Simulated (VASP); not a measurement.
Input:

```xyz
3
Lattice="0.0000 2.7736 2.7736 2.7736 0.0000 2.7736 2.7736 2.7736 0.0000" Properties=species:S:1:pos:R:3 pbc="T T T"
Ce     0.0000     0.0000     0.0000
O      1.3868     1.3868     1.3868
O      4.1603     4.1603     4.1603
```

The numbers are results of revPBE GGA, VASP's PBE PAW potentials (set 64) (plane waves; VASP 6.6.1), not measurements. Numerical set-up: 520 eV cut-off, 7×7×7 Γ-centred mesh, Gaussian smearing of 0.050 eV, potentials Ce O.

Give the stress tensor in GPa (positive for a compressed cell).

```
-4.46   0.00   0.00
 0.00  -4.46   0.00
 0.00   0.00  -4.46
```
The pressure is its mean diagonal, -4.46 GPa.

The compound is CeO2 in the fluorite structure. This cell is one point of a volume scan, at 1.03 of the reference volume. The run is not spin-polarised, so no magnetic state was tried.
